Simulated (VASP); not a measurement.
The system is TaN.

```
Ta N
1.0
     0.00000    2.20000    2.20000
     2.20000    0.00000    2.20000
     2.20000    2.20000    0.00000
Ta N
1 1
Direct
  0.00000 0.00000 0.00000
  0.50000 0.50000 0.50000
```

The cell was built by a generator and needn't be a form met in nature.

- Program: VASP 6.6.1
- Task: relaxation of cell and atoms
- Functional: RPBE
- Potentials or basis: VASP PAW PBE potentials, release 64 (Ta_pv, N)
- Cutoff: 600 eV
- k mesh: 16 × 16 × 16
- Occupations: methfessel-paxton, width 0.2 eV
- Spin: no spin polarisation

At the start: pressure 9.4 GPa; volume 10.65 Å³/atom.

Q: Where does the relaxation end?

A: Over 4 steps the energy falls by 8.7 meV/atom and the volume is 10.95 Å³/atom (+2.9 %); space group Fm-3m (No. 225, to 0.05 Å).

Step by step:
```csv
step,energy change (eV),largest force (eV/Å),pressure (GPa),volume (Å³)
1,0.0000,0.0000,9.44,21.30
2,0.0598,0.0000,-16.85,23.29
3,-0.0174,0.0000,-0.18,21.92
4,-0.0174,0.0000,0.00,21.90
```

Final structure:
```
Ta N
1.0
     0.00000    2.22071    2.22071
     2.22071    0.00000    2.22071
     2.22071    2.22071    0.00000
Ta N
1 1
Direct
  0.00000 0.00000 0.00000
  0.50000 0.50000 0.50000
```

Caveat: the PAW data sets were made with another functional, which shifts forces and pressure a little.
